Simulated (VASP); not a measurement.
GaF: Born charges and dielectric tensor with PBE

Crystal: GaF.

```
Ga F
1.0
     3.16592    0.00000    0.00000
     0.00000    3.16592    0.00000
     0.00000    0.00000    3.16592
Ga F
1 1
Direct
  0.00000 0.00000 0.00000
  0.50000 0.50000 0.50000
```

The cell was built by a generator and needn't be a form met in nature.

| Quantity | Value |
| --- | --- |
| Program | VASP 6.6.1 |
| Task | Born charges and dielectric tensor |
| Functional | PBE |
| Potentials or basis | VASP PAW PBE potentials, release 64 (Ga_d, F) |
| Cutoff | 520 eV |
| k mesh | 8 × 8 × 8 |
| Occupations | fermi-dirac, width 0.05 eV |
| Spin | no spin polarisation |
| Further INCAR settings | ALGO = Normal; EDIFF = 1e-08; IBRION = 8 |

- Band gap on the k mesh: 0.34 eV, indirect (least direct gap 1.12 eV)
- Electronic dielectric tensor (diagonal): 8.53
- Born charges (mean of the diagonal): Ga +2.17; F -2.17 e
- Highest phonon frequency at Γ, LO-TO splitting left out: 1 cm⁻¹
- Most unstable mode: 135i cm⁻¹

Levels at points of the mesh, in eV from the valence-band top:
```
           k point  band 6  band 7  band 8  band 9  band 10  band 11  band 12  band 13  band 14
(0.00, 0.00, 0.00)  -14.15   -6.08   -3.45   -3.45    -3.45     8.32     8.32     8.32     9.78
(0.50, 0.00, 0.00)  -14.15   -6.83   -3.18   -3.18    -0.79     0.34     8.46     8.46    12.55
(0.50, 0.50, 0.00)  -14.11   -4.87   -4.87   -3.08    -2.64     3.44     3.44     9.15    10.34
(0.50, 0.50, 0.50)  -14.11   -4.01   -4.01   -4.01     0.00     2.34     2.34     2.34    11.95
```

Phonon frequencies in cm⁻¹ (negative: imaginary):
```tsv
q point	frequencies
(0.000, 0.000, 0.000)	-135 -135 -135 1 1 1
```

Electronic dielectric tensor:
```
8.53 0.00 0.00
0.00 8.53 0.00
0.00 0.00 8.53
```

Born effective charge tensors (e):
atom 1, Ga
```
2.17 0.00 0.00
0.00 2.17 0.00
0.00 0.00 2.17
```
atom 2, F
```
-2.17  0.00  0.00
 0.00 -2.17  0.00
 0.00  0.00 -2.17
```

Run time: 82 s on 1 thread of Intel(R) Xeon(R) 6975P-C (Granite Rapids) (shared host), peak memory 0.22 GiB.

Caveat: the gap is small at this level, which inflates the dielectric constant; some modes are imaginary. A k mesh can miss the band edges.
